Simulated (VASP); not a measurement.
All values below come from PBEsol GGA, VASP's PBE PAW potentials (set 64) (plane waves; VASP).

A VASP calculation is set up with these files.

### KPOINTS
```
Automatic mesh
0
Gamma
15 15 15
0 0 0
```

### POSCAR
```
NiAl
1
   -0.0000000000     2.3986483561     2.3986483561
    2.3986483561    -0.0000000000     2.3986483561
    2.3986483561     2.3986483561     0.0000000000
Ni Al
1 1
Direct
  0.0000000000   0.0000000000   0.0000000000
  0.5000000000   0.5000000000   0.5000000000
```

INCAR:
```
SYSTEM = NiAl
PREC = Accurate
ENCUT = 400
EDIFF = 1E-7
NELM = 100
ALGO = Normal
LREAL = .FALSE.
LASPH = .TRUE.
ISMEAR = -5
GGA = PS
LMAXMIX = 4
LWAVE = .FALSE.
LCHARG = .TRUE.
LORBIT = 11
NEDOS = 601
ISIF = 2
```

POTCAR, in this order: Ni Al (PBE.64 set). Program: vasp_std.

Problem. What will the output report for the number of irreducible k-points (NKPTS), number of bands (NBANDS), largest plane-wave count, number of space-group operations, FFT grid (NGX, NGY, NGZ)?

Solution. 
```json
{
 "number of irreducible k-points (NKPTS)": "120",
 "number of bands (NBANDS)": "10",
 "largest_plane_wave_count": "531",
 "number_of_space_group_operations": "48",
 "FFT grid (NGX, NGY, NGZ)": "24 × 24 × 24"
}
```

The structure was generated: NiAl was put into the rock salt type (Fm-3m), which need not be its known phase. It was relaxed first, which changed the volume by -26 %. The run is not spin-polarised, so no magnetic state was tried. The electron count is odd and the run is not spin-polarised, which forces a metal.
